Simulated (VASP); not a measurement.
Crystal: Ta4NiO11.

```xyz
16
Lattice="4.7709 0.0000 0.0051 0.0000 5.8245 0.0000 -1.9863 0.0000 7.2505" Properties=species:S:1:pos:R:3 pbc="T T T"
Ta    1.4160    2.9123    5.5166
Ta    1.3686    2.9123    1.7391
Ta   -0.7939    0.0000    5.7922
Ta    3.5785    0.0000    1.4634
Ni    1.3923    0.0000    3.6278
O     0.2955    4.6546    4.7184
O     2.4891    4.6546    2.5373
O     2.6928    1.5019    5.8571
O     0.0919    1.5019    1.3986
O     2.4891    1.1700    2.5373
O     0.2955    1.1700    4.7184
O     0.0919    4.3226    1.3986
O     2.6928    4.3226    5.8571
O     2.3854    2.9123    0.0026
O     2.3854    0.0000    0.0026
O     1.3923    2.9123    3.6278
```

The cell was built by a generator and needn't be a form met in nature.

| Property | Result |
| --- | --- |
| Program | VASP 6.6.1 |
| Task | relaxation of cell and atoms |
| Functional | LDA |
| Potentials or basis | VASP PAW LDA potentials, release 64 (Ta_pv, Ni, O) |
| Cutoff | 600 eV |
| k mesh | 6 × 5 × 4 |
| Occupations | fermi-dirac, width 0.05 eV |
| Spin | collinear spin, ferromagnetic start |
| Starting moments | [0.0, 0.0, 0.0, 0.0, 1.0, 0.0, 0.0, 0.0, 0.0, 0.0, 0.0, 0.0, 0.0, 0.0, 0.0, 0.0] μB |

At the start: pressure -10.1 GPa; volume 12.60 Å³/atom.

Question: How do energy, volume and symmetry change on relaxing?

Answer: Over 26 steps the energy falls by 21.4 meV/atom and the volume is 11.94 Å³/atom (-5.2 %); space group P2/m (No. 10, to 0.05 Å); moment 0.00 μB per cell.

Step by step:
```
step  energy change (eV)  largest force (eV/Å)  pressure (GPa)  volume (Å³)
   1              0.0000                0.4162          -10.06       201.54
   2              0.6843                2.1780           22.99       179.33
   3             -0.2804                0.6409           -0.31       193.40
   4             -0.2806                0.6597           -0.03       193.20
   5             -0.2938                0.8755            0.40       191.53
   6             -0.3116                0.4320            0.16       192.26
   7             -0.3209                0.2175           -0.10       192.13
   8             -0.3221                0.1625           -0.05       192.16
   9             -0.3297                0.0838           -0.08       192.03
  10             -0.3315                0.1466           -0.12       191.92
  11             -0.3363                0.0991           -0.06       191.65
  12             -0.3365                0.1511           -0.03       191.59
  13             -0.3397                0.0615            0.01       191.33
  14             -0.3397                0.0645            0.01       191.31
  15             -0.3408                0.0385           -0.09       191.27
  16             -0.3409                0.0575           -0.12       191.25
  17             -0.3412                0.0418            0.15       191.02
  18             -0.3413                0.0384            0.10       191.05
  19             -0.3416                0.0440            0.04       191.07
  20             -0.3416                0.0454            0.02       191.07
  21             -0.3417                0.0201           -0.03       191.10
  22             -0.3417                0.0293           -0.08       191.10
  23             -0.3418                0.0201           -0.01       191.06
  24             -0.3418                0.0154            0.02       191.02
  25             -0.3418                0.0146            0.03       191.01
  26             -0.3418                0.0075           -0.03       191.03
```

Final structure:
```yaml
crystal:
  lattice:
    - [4.65061, 0.00000, -0.03909]
    - [0.00000, 5.74421, 0.00000]
    - [-2.00348, 0.00000, 7.16776]
  atoms:
    - { symbol: Ta, position: [0.60455, 0.50000, 0.76003] }
    - { symbol: Ta, position: [0.39545, 0.50000, 0.23997] }
    - { symbol: Ta, position: [0.15948, 0.00000, 0.79635] }
    - { symbol: Ta, position: [0.84052, 0.00000, 0.20365] }
    - { symbol: Ni, position: [0.50000, 0.00000, 0.50000] }
    - { symbol: O, position: [0.33638, 0.80074, 0.64742] }
    - { symbol: O, position: [0.66362, 0.80074, 0.35258] }
    - { symbol: O, position: [0.90591, 0.26144, 0.80924] }
    - { symbol: O, position: [0.09409, 0.26144, 0.19076] }
    - { symbol: O, position: [0.66362, 0.19926, 0.35258] }
    - { symbol: O, position: [0.33638, 0.19926, 0.64742] }
    - { symbol: O, position: [0.09409, 0.73856, 0.19076] }
    - { symbol: O, position: [0.90591, 0.73856, 0.80924] }
    - { symbol: O, position: [0.50000, 0.50000, 0.00000] }
    - { symbol: O, position: [0.50000, 0.00000, 0.00000] }
    - { symbol: O, position: [0.50000, 0.50000, 0.50000] }
```
